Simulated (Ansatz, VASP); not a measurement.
# Cross-check of Ta3Sb between VASP and Ansatz, part 2 of 2

One calculation is typed for both programs; each brings its own data sets. How far apart do they land? The structure shown comes from an earlier Ansatz run, which isn't shown and may have moved the atoms alone.

VASP 6.6.1 and Ansatz 0.2.0.

So far: Starting point; Ansatz: elastic constants, LDA.

## Step 3: VASP: elastic constants, LDA

Level of this step: LDA; plane waves and PAW (Ta_pv, Sb) (VASP).

The same cell, functional (in two slightly different forms), mesh and smearing now go to VASP, with its own data sets.

Lines of VASP's logs that name or quote its potential files are left out, and so is its time.

File INCAR:

```
SYSTEM = Ta3Sb
PREC = Accurate
ENCUT = 500
EDIFF = 1E-08
NELM = 120
ISMEAR = 0
SIGMA = 0.1
LREAL = .FALSE.
ALGO = Normal
GGA = CA
NBANDS = 47
LASPH = .TRUE.
LORBIT = 11
LWAVE = .FALSE.
LCHARG = .FALSE.
ISIF = 3
IBRION = 6
NFREE = 2
POTIM = 0.015
NSW = 1
GGA_COMPAT = .FALSE.
KPAR = 2
```

File POSCAR:

```
Ta3Sb
1.0
    5.2007352997      0.0000000000      0.0000000000
    0.0000000000      5.2007352997      0.0000000000
    0.0000000000      0.0000000000      5.2007352997
Ta Sb
6 2
Direct
    0.2500000000      0.0000000000      0.5000000000
    0.5000000000      0.7500000000      0.0000000000
    0.7500000000      0.0000000000      0.5000000000
    0.5000000000      0.2500000000      0.0000000000
    0.0000000000      0.5000000000      0.7500000000
    0.0000000000      0.5000000000      0.2500000000
    0.0000000000      0.0000000000      0.0000000000
    0.5000000000      0.5000000000      0.5000000000
```

File KPOINTS:

```
Automatic mesh
0
Gamma
4 4 4
0 0 0
```

PAW data sets: Ta_pv and Sb (LDA family, release 64).

Run with:

```
$ mpirun -np 2 vasp_std
```

Numbers of over 12 decimals in the logs are rounded to 6 here.

The log of the run:

```text
[banner, memory and clock lines left out]
running    2 mpi-ranks, on    1 nodes
 distrk:  each k-point on    1 cores,    2 groups
 distr:  one band on    1 cores,    1 groups

 POSCAR found type information on POSCAR TaSb
 POSCAR found :  2 types and       8 ions
 LDA part: xc-table for (Slater(with rela. corr.)+CA(PZ))
 , standard interpolation
 POSCAR, INCAR and KPOINTS ok, starting setup
 FFT: planning ... GRIDC
 FFT: planning ... GRID_SOFT
 FFT: planning ... GRID
 WAVECAR not read
 entering main loop
       N       E                     dE             d eps       ncg     rms          rms(c)
DAV:   1     0.751968278928E+03    0.75197E+03   -0.38672E+04   940   0.156E+03
DAV:   2    -0.537592872767E+02   -0.80573E+03   -0.78938E+03  1074   0.464E+02
DAV:   3    -0.896799577817E+02   -0.35921E+02   -0.34662E+02  1148   0.886E+01
DAV:   4    -0.907025035051E+02   -0.10225E+01   -0.10111E+01  1192   0.145E+01
DAV:   5    -0.907298698544E+02   -0.27366E-01   -0.27334E-01  1225   0.234E+00    0.364E+01
DAV:   6    -0.885484114252E+02    0.21815E+01   -0.24765E+00  1097   0.868E+00    0.180E+01
DAV:   7    -0.878517003254E+02    0.69671E+00   -0.18231E+00  1113   0.703E+00    0.123E+00
DAV:   8    -0.878371869884E+02    0.14513E-01   -0.84356E-02  1161   0.139E+00    0.466E-01
DAV:   9    -0.878364032796E+02    0.78371E-03   -0.37642E-03  1145   0.257E-01    0.204E-01
DAV:  10    -0.878363418895E+02    0.61390E-04   -0.30904E-04  1161   0.988E-02    0.466E-02
DAV:  11    -0.878363360907E+02    0.57988E-05   -0.25747E-05  1145   0.275E-02    0.141E-02
DAV:  12    -0.878363358240E+02    0.26668E-06   -0.26379E-06  1233   0.831E-03    0.416E-03
DAV:  13    -0.878363358056E+02    0.18448E-07   -0.18823E-07  1169   0.205E-03    0.219E-03
DAV:  14    -0.878363358006E+02    0.49413E-08   -0.15661E-08   753   0.775E-04
   1 F= -.87836336E+02 E0= -.87830894E+02  d E =-.108836E-01
[... from here on, the cycles between the ionic steps are left out ...]
   2 F= -.87808231E+02 E0= -.87802837E+02  d E =-.107883E-01
   3 F= -.87783933E+02 E0= -.87777751E+02  d E =-.123632E-01
  12 F= -.87826889E+02 E0= -.87821423E+02  d E =-.109319E-01
  13 F= -.87826889E+02 E0= -.87821423E+02  d E =-.109319E-01
  14 F= -.87834013E+02 E0= -.87828633E+02  d E =-.107601E-01
  15 F= -.87834013E+02 E0= -.87828633E+02  d E =-.107601E-01
  16 F= -.87835375E+02 E0= -.87829902E+02  d E =-.109457E-01
  17 F= -.87835375E+02 E0= -.87829902E+02  d E =-.109457E-01
  18 F= -.87834950E+02 E0= -.87829502E+02  d E =-.108949E-01
 Finite differences progress:
  Degree of freedom:   9/  9
  Displacement:        1/  2
  Total:              17/ 18
 bond charge predicted
       N       E                     dE             d eps       ncg     rms          rms(c)
DAV:   1    -0.878344781778E+02    0.47141E-03   -0.20441E-01  2694   0.144E+00    0.174E-01
DAV:   2    -0.878349732448E+02   -0.49507E-03   -0.74405E-03  3046   0.301E-01    0.684E-02
DAV:   3    -0.878349526340E+02    0.20611E-04   -0.26087E-04  3209   0.698E-02    0.325E-02
DAV:   4    -0.878349497738E+02    0.28602E-05   -0.23932E-05  3245   0.297E-02    0.116E-02
DAV:   5    -0.878349496232E+02    0.15059E-06   -0.48957E-06  3229   0.134E-02    0.462E-03
DAV:   6    -0.878349495178E+02    0.10536E-06   -0.55917E-07  3197   0.514E-03    0.117E-03
DAV:   7    -0.878349495158E+02    0.20527E-08   -0.64040E-08  3037   0.151E-03
  19 F= -.87834950E+02 E0= -.87829502E+02  d E =-.108949E-01
 Finite differences progress:
  Degree of freedom:   9/  9
  Displacement:        2/  2
  Total:              18/ 18
```

Parts of OUTCAR (step 3):

```text
ion  position               nearest neighbor table
   1  0.250  0.000  0.500-   3 2.60   3 2.60   8 2.91   7 2.91   8 2.91   7 2.91   5 3.18   6 3.18
                             6 3.18   5 3.18   4 3.18   2 3.18   4 3.18   2 3.18
   2  0.500  0.750  0.000-   4 2.60   4 2.60   8 2.91   8 2.91   7 2.91   7 2.91   6 3.18   5 3.18
                             6 3.18   5 3.18   1 3.18   1 3.18   3 3.18   3 3.18
   3  0.750  0.000  0.500-   1 2.60   1 2.60   8 2.91   7 2.91   8 2.91   7 2.91   5 3.18   6 3.18
                             6 3.18   5 3.18   4 3.18   2 3.18   4 3.18   2 3.18
   4  0.500  0.250  0.000-   2 2.60   2 2.60   8 2.91   8 2.91   7 2.91   7 2.91   6 3.18   5 3.18
                             6 3.18   5 3.18   3 3.18   1 3.18   3 3.18   1 3.18
   5  0.000  0.500  0.750-   6 2.60   6 2.60   8 2.91   7 2.91   7 2.91   8 2.91   3 3.18   4 3.18
                             1 3.18   3 3.18   1 3.18   2 3.18   4 3.18   2 3.18
   6  0.000  0.500  0.250-   5 2.60   5 2.60   8 2.91   7 2.91   7 2.91   8 2.91   3 3.18   4 3.18
                             1 3.18   3 3.18   1 3.18   2 3.18   4 3.18   2 3.18
   7  0.000  0.000  0.000-   1 2.91   2 2.91   3 2.91   4 2.91   5 2.91   6 2.91   1 2.91   3 2.91
                             5 2.91   6 2.91   2 2.91   4 2.91
   8  0.500  0.500  0.500-   1 2.91   2 2.91   3 2.91   4 2.91   5 2.91   6 2.91   2 2.91   4 2.91
                             1 2.91   3 2.91   5 2.91   6 2.91

  LATTYP: Found a simple cubic cell.
 ALAT       =     5.2007352997

 Subroutine GETGRP returns: Found 48 space group operations
 (whereof 24 operations were pure point group operations)

The static configuration has the point symmetry T_h .
 The point group associated with its full space group is O_h .

 Found     10 irreducible k-points:

   k-points           NKPTS =     10   k-points in BZ     NKDIM =     10   number of bands    NBANDS=     47

   dimension x,y,z NGX =    40 NGY =   40 NGZ =   40
   dimension x,y,z NGXF=    80 NGYF=   80 NGZF=   80

   ENCUT  =  500.0 eV  36.75 Ry    6.06 a.u.   9.48  9.48  9.48*2*pi/ulx,y,z

   NELECT =      76.0000    total number of electrons

 k-points in reciprocal lattice and weights: Automatic mesh
   0.00000000  0.00000000  0.00000000       0.016
   0.25000000  0.00000000  0.00000000       0.094
   0.50000000  0.00000000  0.00000000       0.047
   0.25000000  0.25000000  0.00000000       0.188
   0.50000000  0.25000000  0.00000000       0.188
   0.50000000  0.50000000  0.00000000       0.047
   0.25000000  0.25000000  0.25000000       0.125
   0.50000000  0.25000000  0.25000000       0.188
   0.50000000  0.50000000  0.25000000       0.094
   0.50000000  0.50000000  0.50000000       0.016

 average (electrostatic) potential at core
       1 -34.4581       2 -34.4584       3 -34.4587       4 -34.4584       5 -34.4584
       6 -34.4584       7 -85.4609       8 -85.4610

 E-fermi :   8.1421

 k-point     1 :       0.0000    0.0000    0.0000
  band No.  band energies     occupation
    ...
     34       7.1129      2.00000
     35       7.1129      2.00000
     36       7.1130      2.00000
     37       7.8692      1.99989
     38       7.8693      1.99989
     39       8.4631      0.00001
     40      10.9125      0.00000
     41      10.9128      0.00000
     42      10.9130      0.00000
     43      11.0873      0.00000
    ...

 k-point     2 :       0.2500    0.0000    0.0000
  band No.  band energies     occupation
    ...
     34       7.0082      2.00000
     35       7.0084      2.00000
     36       7.0704      2.00000
     37       7.8318      1.99999
     38       7.8573      1.99994
     39       9.4901      0.00000
     40       9.6393      0.00000
     41      10.5599      0.00000
     42      10.5600      0.00000
     43      11.0984      0.00000
    ...

 k-point     3 :       0.5000    0.0000    0.0000
  band No.  band energies     occupation
    ...
     34       6.5176      2.00000
     35       6.8390      2.00000
     36       6.8586      2.00000
     37       7.1437      2.00000
     38       7.1587      2.00000
     39       9.6763      0.00000
     40       9.6770      0.00000
     41      10.5363      0.00000
     42      10.5366      0.00000
     43      10.8567      0.00000
    ...

   1 f  =    6.929012 THz    43.536263 2PiTHz  231.126946 cm-1    28.656076 meV
             X         Y         Z           dx          dy          dz
      1.300184  0.000000  2.600368    -0.498442    0.000000    0.000000
      2.600368  3.900551  0.000000     0.000000   -0.501543    0.000000
      3.900551  0.000000  2.600368     0.498442   -0.000000    0.000000
      2.600368  1.300184  0.000000    -0.000000    0.501543   -0.000000
      0.000000  2.600368  3.900551     0.000000    0.000000    0.003101
      0.000000  2.600368  1.300184     0.000000    0.000000   -0.003101
      0.000000  0.000000  0.000000    -0.000000   -0.000000   -0.000000
      2.600368  2.600368  2.600368     0.000000    0.000000    0.000000

   2 f  =    6.929012 THz    43.536263 2PiTHz  231.126946 cm-1    28.656076 meV
             X         Y         Z           dx          dy          dz
      1.300184  0.000000  2.600368     0.291357   -0.000000   -0.000000
      2.600368  3.900551  0.000000    -0.000000   -0.285985    0.000000
      3.900551  0.000000  2.600368    -0.291357   -0.000000    0.000000
      2.600368  1.300184  0.000000    -0.000000    0.285985   -0.000000
      0.000000  2.600368  3.900551     0.000000   -0.000000    0.577342
      0.000000  2.600368  1.300184    -0.000000    0.000000   -0.577342
      0.000000  0.000000  0.000000     0.000000   -0.000000    0.000000
      2.600368  2.600368  2.600368    -0.000000    0.000000   -0.000000

   3 f  =    6.729707 THz    42.283996 2PiTHz  224.478864 cm-1    27.831820 meV
             X         Y         Z           dx          dy          dz
      1.300184  0.000000  2.600368     0.408248    0.000000    0.000000
      2.600368  3.900551  0.000000    -0.000000   -0.408248    0.000000
      3.900551  0.000000  2.600368    -0.408248    0.000000    0.000000
      2.600368  1.300184  0.000000    -0.000000    0.408248   -0.000000
      0.000000  2.600368  3.900551    -0.000000   -0.000000   -0.408248
      0.000000  2.600368  1.300184    -0.000000   -0.000000    0.408248
      0.000000  0.000000  0.000000     0.000000    0.000000    0.000000
      2.600368  2.600368  2.600368     0.000000   -0.000000    0.000000

   4 f  =    5.892938 THz    37.026422 2PiTHz  196.567254 cm-1    24.371222 meV
             X         Y         Z           dx          dy          dz
      1.300184  0.000000  2.600368     0.000000   -0.234496   -0.030005
      2.600368  3.900551  0.000000    -0.135983   -0.000000    0.030005
      3.900551  0.000000  2.600368    -0.000000   -0.234496   -0.030005
      2.600368  1.300184  0.000000    -0.135983   -0.000000    0.030005
      0.000000  2.600368  3.900551     0.135983    0.234496   -0.000000
      0.000000  2.600368  1.300184     0.135983    0.234496    0.000000
      0.000000  0.000000  0.000000     0.295501   -0.509576    0.065203
      2.600368  2.600368  2.600368    -0.295501    0.509576   -0.065203

   5 f  =    5.892938 THz    37.026422 2PiTHz  196.567254 cm-1    24.371222 meV
             X         Y         Z           dx          dy          dz
      1.300184  0.000000  2.600368     0.000000   -0.138799    0.028858
      2.600368  3.900551  0.000000     0.232985   -0.000000   -0.028858
      3.900551  0.000000  2.600368    -0.000000   -0.138799    0.028858
      2.600368  1.300184  0.000000     0.232985    0.000000   -0.028858
      0.000000  2.600368  3.900551    -0.232985    0.138799    0.000000
      0.000000  2.600368  1.300184    -0.232985    0.138799    0.000000
      0.000000  0.000000  0.000000    -0.506293   -0.301621   -0.062711
      2.600368  2.600368  2.600368     0.506293    0.301621    0.062711

   6 f  =    5.892938 THz    37.026422 2PiTHz  196.567254 cm-1    24.371222 meV
             X         Y         Z           dx          dy          dz
      1.300184  0.000000  2.600368    -0.000000   -0.011244    0.269531
      2.600368  3.900551  0.000000    -0.040083   -0.000000   -0.269531
      3.900551  0.000000  2.600368    -0.000000   -0.011244    0.269531
      2.600368  1.300184  0.000000    -0.040083   -0.000000   -0.269531
      0.000000  2.600368  3.900551     0.040083    0.011244   -0.000000
      0.000000  2.600368  1.300184     0.040083    0.011244   -0.000000
      0.000000  0.000000  0.000000     0.087104   -0.024434   -0.585710
      2.600368  2.600368  2.600368    -0.087104    0.024434    0.585710

   7 f  =    5.381454 THz    33.812672 2PiTHz  179.505978 cm-1    22.255895 meV
             X         Y         Z           dx          dy          dz
      1.300184  0.000000  2.600368    -0.013527    0.031488    0.203696
      2.600368  3.900551  0.000000    -0.124712    0.003415    0.203696
      3.900551  0.000000  2.600368    -0.013527    0.031488    0.203696
      2.600368  1.300184  0.000000    -0.124712    0.003415    0.203696
      0.000000  2.600368  3.900551    -0.124712    0.031488    0.022094
      0.000000  2.600368  1.300184    -0.124712    0.031488    0.022094
      0.000000  0.000000  0.000000     0.320476   -0.080916   -0.523442
      2.600368  2.600368  2.600368     0.320476   -0.080916   -0.523442

   8 f  =    5.381454 THz    33.812672 2PiTHz  179.505978 cm-1    22.255895 meV
             X         Y         Z           dx          dy          dz
      1.300184  0.000000  2.600368    -0.021416    0.050093   -0.128626
      2.600368  3.900551  0.000000    -0.197440    0.005434   -0.128626
      3.900551  0.000000  2.600368    -0.021416    0.050093   -0.128626
      2.600368  1.300184  0.000000    -0.197440    0.005434   -0.128626
      0.000000  2.600368  3.900551    -0.197440    0.050093   -0.013952
      0.000000  2.600368  1.300184    -0.197440    0.050093   -0.013952
      0.000000  0.000000  0.000000     0.507367   -0.128726    0.330533
      2.600368  2.600368  2.600368     0.507367   -0.128726    0.330533

   9 f  =    5.381454 THz    33.812672 2PiTHz  179.505978 cm-1    22.255895 meV
             X         Y         Z           dx          dy          dz
      1.300184  0.000000  2.600368     0.006418    0.233529    0.000125
      2.600368  3.900551  0.000000     0.059168    0.025330    0.000125
      3.900551  0.000000  2.600368     0.006418    0.233529    0.000125
      2.600368  1.300184  0.000000     0.059168    0.025330    0.000125
      0.000000  2.600368  3.900551     0.059168    0.233529    0.000014
      0.000000  2.600368  1.300184     0.059168    0.233529    0.000014
      0.000000  0.000000  0.000000    -0.152045   -0.600105   -0.000322
      2.600368  2.600368  2.600368    -0.152045   -0.600105   -0.000322

  10 f  =    3.454479 THz    21.705130 2PiTHz  115.229007 cm-1    14.286570 meV
             X         Y         Z           dx          dy          dz
      1.300184  0.000000  2.600368    -0.010616    0.022312   -0.235141
      2.600368  3.900551  0.000000     0.004161   -0.056927   -0.235141
      3.900551  0.000000  2.600368    -0.010616    0.022312   -0.235141
      2.600368  1.300184  0.000000     0.004161   -0.056927   -0.235141
      0.000000  2.600368  3.900551     0.004161    0.022312    0.599948
      0.000000  2.600368  1.300184     0.004161    0.022312    0.599948
      0.000000  0.000000  0.000000     0.002790    0.014962   -0.157685
      2.600368  2.600368  2.600368     0.002790    0.014962   -0.157685

  11 f  =    3.454479 THz    21.705130 2PiTHz  115.229007 cm-1    14.286570 meV
             X         Y         Z           dx          dy          dz
      1.300184  0.000000  2.600368    -0.579261   -0.065250   -0.002174
      2.600368  3.900551  0.000000     0.227034    0.166481   -0.002174
      3.900551  0.000000  2.600368    -0.579261   -0.065250   -0.002174
      2.600368  1.300184  0.000000     0.227034    0.166481   -0.002174
    [... 145 further lines ...]
      0.000000  0.000000  0.000000    -0.005868   -0.001431    0.302693
      2.600368  2.600368  2.600368    -0.005868   -0.001431    0.302693

 ELASTIC MODULI CONTR FROM IONIC RELAXATION (kBar)
 Direction    XX          YY          ZZ          XY          YZ          ZX
 --------------------------------------------------------------------------------
 XX         -36.7961     18.3980     18.3980     -0.0000      0.0000     -0.0000
 YY          18.3980    -36.7961     18.3980      0.0000     -0.0000     -0.0000
 ZZ          18.3980     18.3980    -36.7961     -0.0000      0.0000      0.0000
 XY          -0.0000      0.0000     -0.0000   -263.3447      0.0000     -0.0000
 YZ           0.0000     -0.0000      0.0000      0.0000   -263.3447     -0.0000
 ZX          -0.0000      0.0000      0.0000     -0.0000     -0.0000   -263.3447
 --------------------------------------------------------------------------------

 TOTAL ELASTIC MODULI (kBar)
 Direction    XX          YY          ZZ          XY          YZ          ZX
 --------------------------------------------------------------------------------
 XX        4018.7016   1210.0760   1210.0760     -0.0000      0.0000     -0.0000
 YY        1210.0760   4018.7016   1210.0760      0.0000     -0.0000     -0.0000
 ZZ        1210.0760   1210.0760   4018.7016     -0.0000      0.0000      0.0000
 XY          -0.0000      0.0000     -0.0000    692.8001      0.0000     -0.0000
 YZ           0.0000     -0.0000      0.0000      0.0000    692.8001     -0.0000
 ZX          -0.0000      0.0000      0.0000     -0.0000     -0.0000    692.8001
 --------------------------------------------------------------------------------

 total charge
# of ion       s       p       d       tot
------------------------------------------
    1        0.331   6.165   2.529   9.026
    2        0.331   6.165   2.529   9.026
    3        0.331   6.165   2.529   9.026
    4        0.331   6.165   2.529   9.026
    5        0.331   6.165   2.529   9.026
    6        0.331   6.165   2.529   9.026
    7        1.055   1.407   0.140   2.602
    8        1.055   1.407   0.140   2.602
--------------------------------------------------
tot          4.099  39.806  15.456  59.360

[... 2 further parts left out ...]
```

CONTCAR:

```
Ta3Sb
   1.00000000000000
     5.2007352996999998    0.0000000000000000    0.0000000000000000
     0.0000000000000000    5.2007352996999998    0.0000000000000000
     0.0000000000000000    0.0000000000000000    5.2007352996999998
  Ta              Sb
     6     2
Direct
     0.2500000000000000    0.0000000000000000    0.5000000000000000
     0.5000000000000000    0.7500000000000000    0.0000000000000000
     0.7500000000000000    0.0000000000000000    0.5000000000000000
     0.5000000000000000    0.2500000000000000    0.0000000000000000
     0.0000000000000000    0.5000000000000000    0.7500000000000000
     0.0000000000000000    0.5000000000000000    0.2500000000000000
    -0.0028842075467416    0.0000000000000000    0.0000000000000000
     0.5000000000000000    0.5000000000000000    0.5000000000000000
```

Levels, forces or a CONTCAR printed for this step are those of its last displaced cell, not of the structure at rest.

## Step 4: Side by side

Known differences besides the potentials themselves: the two LDA forms differ slightly; the data sets hold 108 valence electrons in Ansatz (on its PAW soft_1 files) and 76 in VASP; the cutoff is 260 eV in Ansatz and 500 eV in VASP; VASP's log shows a relativistic correction to its local exchange, Ansatz's none; VASP takes each elastic constant from one size of strain, Ansatz from those that its log lists; Ansatz's log warns that its cutoff lies below the recommended one. Total energies have different zeros and are not compared.

Compared:

| quantity | Ansatz | VASP | difference |
| --- | --- | --- | --- |
| C11 (GPa) | 410.1 | 401.9 | +2.04 % |
| C22 (GPa) | 410.1 | 401.9 | +2.04 % |
| C33 (GPa) | 410.1 | 401.9 | +2.04 % |
| C12 (GPa) | 116.9 | 121.0 | -3.43 % |
| C13 (GPa) | 116.9 | 121.0 | -3.43 % |
| C23 (GPa) | 116.9 | 121.0 | -3.43 % |
| C44 (GPa) | 62.2 | 69.3 | -10.25 % |
| C55 (GPa) | 62.2 | 69.3 | -10.25 % |
| C66 (GPa) | 62.2 | 69.3 | -10.25 % |

## Step 5: Outcome

| Property | Result |
| --- | --- |
| difference in C44 (elastic constants, LDA) | -10 % |

In words: The difference in C44 is -10 % (elastic constants, LDA), beyond the 5 % picked in this series as the mark of a large difference. The data sets hold unlike numbers of valence electrons (108 in Ansatz and 76 in VASP), so part of the differences comes from the potentials. Such differences can come from data sets, numerical settings and the points named under the comparisons, not from the functional's error against experiment.

[Lines on the potential files, build, host, timing and source positions are cut from VASP's logs without a mark.]

[Logs are printed without paths, hosts, clocks, repeated set-up lines and the standing remarks that a program may print on its own settings, such as how far it seeks lower states.]

[Hosts, paths, dates, database ids (printed as entryN), source tags and the programs' standing remarks are cut or masked in the printed files.]
